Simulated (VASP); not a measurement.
A convergence study with VASP on AgI (space group no. 186 when undisturbed): a few settings are varied, all else stays as given below, so the limit is that of these other settings. One atom is moved off its site, so that forces are finite.

```yaml
crystal:
  lattice:
    - [2.28811, -3.96313, 0.00000]
    - [2.28811, 3.96313, 0.00000]
    - [0.00000, 0.00000, 7.48747]
  atoms:
    - { symbol: Ag, position: [0.66667, 0.33333, 0.50668] }
    - { symbol: Ag, position: [0.33333, 0.66667, 0.00000] }
    - { symbol: I, position: [0.66667, 0.33333, 0.87500] }
    - { symbol: I, position: [0.33333, 0.66667, 0.37500] }
```

Calculation: PBE GGA, VASP's PBE PAW potentials (set 64) (plane waves; VASP 6.6.1). The last row used: 300 eV cut-off, 16×16×9 Γ-centred mesh shifted by (0.5, 0.5, 0.5), Fermi-Dirac smearing of 0.010 eV, potentials Ag I.

```
setting       E (eV/atom)  pressure (GPa)  irreducible k-points
------------  -----------  --------------  --------------------
2×2×1 mesh        -2.4008            1.81                     2
2×2×2 mesh     (withheld)      (withheld)                     3
3×3×2 mesh        -2.3894            1.97                     6
4×4×2 mesh        -2.3833            2.05                    10
5×5×3 mesh        -2.3825            2.05                    24
6×6×3 mesh        -2.3823            2.06                    33
7×7×4 mesh     (withheld)            2.06                    56
8×8×4 mesh        -2.3820            2.06                    72
9×9×5 mesh        -2.3820            2.06                   115
10×10×5 mesh      -2.3820            2.06                   140
11×11×6 mesh      -2.3820            2.06                   198
12×12×7 mesh      -2.3820            2.06                   276
13×13×7 mesh      -2.3820            2.06                   322
15×15×8 mesh      -2.3820            2.06                   480
16×16×9 mesh      -2.3820            2.06                   616
```

Question: Some entries are withheld; supply them.

Answer: 
- 2×2×2 mesh, E (eV/atom): -2.4241
- 2×2×2 mesh, pressure (GPa): 1.73
- 7×7×4 mesh, E (eV/atom): -2.3821

Left out are rungs that failed or repeat a setting and relaxations that didn't move; long series are thinned to 24 rows.

The structure is a typed AgI crystal (space group no. 186). The cell was not relaxed at this level, it is distorted from the ideal structure.
